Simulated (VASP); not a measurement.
# CsPbBr3: energy against volume

CsPbBr3 (cubic perovskite, Pm-3m, 43.312 Å³/atom and stress up to 0.03 GPa in the relaxed cell, cube axes along x, y and z) under an equal strain ε along all three axes. PBE in VASP (plane waves, PAW), 480 eV, 6×6×6 Γ-centred mesh, Gaussian smearing 0.05 eV; ions are relaxed, or left where forces stay under 0.02 eV/Å, within the symmetry of each cell. Against the start cell, which lies near the measured one, the relaxed cell differs by 7.1 % in volume; the values below rest on it.

Here V stands for volume and E for E less E0.

| volume (Å³/atom) | E less E0 (meV/atom) | pressure (GPa) |
|---|---|---|
| 40.7649 | 9.48 | 1.26 |
| 41.3920 | 5.19 | 0.90 |
| 42.0255 | 2.23 | 0.57 |
| 42.6655 | 0.52 | 0.26 |
| 43.3119 | 0.00 | -0.03 |
| 43.9649 | 0.60 | -0.30 |
| 44.6243 | 2.27 | -0.54 |
| 45.2904 | 4.94 | -0.77 |
| 45.9630 | 8.55 | -0.98 |
| 47.3281 | ? | ? |

Task: Using the third-order Birch-Murnaghan form, a cubic in V^(-2/3), estimate the missing E at V = 47.3281 from the other rows, showing the fit.

Result: With u = V^(-2/3) - 0.0811, the rows have u = 0.0033259, 0.0024710, 0.0016291, 0.0007997, -0.0000172, -0.0008221, -0.0016149, -0.0023962, -0.0031659. Least squares gives E = 0.000 - 35.0·u + 854607·u² + 3907969·u³. Residuals (row less fit): -0.001, -0.001, 0.002, -0.001, -0.001, -0.004, 0.001, 0.003, -0.002; standard error 0.003 (degrees of freedom: 5). Its minimum lies at u = 0.0000205, so V0 = (0.0811205)^(-3/2) = 43.28. There d²E/du² = 1710000 and d³E/du³ = 2.345e7, so B0 = (4/9) × 43.28^(-7/3) × 1710000 × 0.160218 = 18.5 GPa (the last factor turns the table's units into GPa), and B0' = 4 + (2/3) × 0.0811205 × (2.345e7)/1710000 = 4.7. B0' rests on the cubic coefficient alone and has a standard error of 0.1 from these residuals. At the withheld row, u = -0.0046717, so E = 0.000 - 35.0 × (-0.0046717) + 854607 × (-0.0046717)² + 3907969 × (-0.0046717)³ = 18.417 meV/atom. The calculation gives 18.44 meV/atom, 0.023 meV/atom above the prediction (0.1 % of the range of E in the table). The row lies outside the fitted rows, so this is an extrapolation. The scatter of the fitted rows lies at the last printed digit.

The primitive cell can neither tilt nor turn polar against its symmetry, as such crystals can under strain. Spin-orbit coupling is left out, which can shift these values for the heavy elements here. Other structures, which can take over under pressure, weren't tried. The same form fitted to the pressure column gives B0' = 4.7; series where the two differ by over 0.4 aren't shown. CsPbBr3 is here the ideal cubic form; the compound distorts at low or room temperature. Rows are the converged runs of the series near zero and its far end, less any whose ions stayed unrelaxed beside relaxed ones; series whose fitted rows scatter by over a few per cent of the range, as at a crossing or softening among them, aren't shown in this form.
